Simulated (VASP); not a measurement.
Wanted: the native input for a VASP 6.6.1 run.

* Task: single point
* Functional: PBE
* Potentials or basis: VASP PAW PBE potentials, release 64 (Na_pv, Al, Tl_d, F)
* Cutoff: 520 eV
* k mesh: 3 × 3 × 3
* Occupations: gaussian, width 0.01 eV
* Spin: no spin polarisation
* Dipole correction: no
* Further INCAR settings: ALGO = Normal; EDIFF = 1e-06; NBANDS = 47

The structure of Na2AlTlF6 lies in POSCAR:

```
Na2AlTlF6
1.0
    0.0000000000      4.4149120000      4.4149120000
    4.4149120000      0.0000000000      4.4149120000
    4.4149120000      4.4149120000      0.0000000000
Na Al Tl F
2 1 1 6
Direct
    0.7500000000      0.7500000000      0.7500000000
    0.2500000000      0.2500000000      0.2500000000
    0.0000000000      0.0000000000      0.0000000000
    0.5000000000      0.5000000000      0.5000000000
    0.7929180000      0.2070820000      0.2070820000
    0.2070820000      0.2070820000      0.7929180000
    0.2070820000      0.7929180000      0.7929180000
    0.2070820000      0.7929180000      0.2070820000
    0.7929180000      0.2070820000      0.7929180000
    0.7929180000      0.7929180000      0.2070820000
```

The cell comes from a database or a generator and needn't be the stable form of this composition.

One way to write it, as run:

INCAR

```
  PREC = Accurate
  ENCUT = 520
  EDIFF = 1E-6
  ISMEAR = 0
  SIGMA = 0.01
  LREAL = F
  LASPH = T
  NELM = 100
  ALGO = Normal
  ISIF = 2
  LWAVE = F
  LCHARG = F
  GGA = PE
  NBANDS = 47
```

KPOINTS

```
regular mesh
0
Gamma
  3 3 3
```

Potentials or basis: VASP PAW PBE potentials, release 64 (Na_pv, Al, Tl_d, F).

Command:

```bash
$ cat potpaw_PBE.64/Na_pv/POTCAR potpaw_PBE.64/Al/POTCAR potpaw_PBE.64/Tl_d/POTCAR potpaw_PBE.64/F/POTCAR > POTCAR
$ mpirun -np 1 vasp_std > vasp.out
```

Results of the run:

```json
{"Pressure": "-0.1 GPa", "Largest force": "0.004 eV/Å", "Band gap on the k mesh": "4.23 eV, indirect (least direct gap 4.56 eV)"}
```

Caveat: spin-orbit coupling is left out, which as a rule narrows the gap of such compounds by several tenths of an eV; an odd mesh through Γ misses points on the zone boundary, where band edges often lie.

It took 42 s on 1 thread of Intel(R) Xeon(R) Platinum 8488C (Sapphire Rapids), with other jobs on the host, peak memory 0.32 GiB.
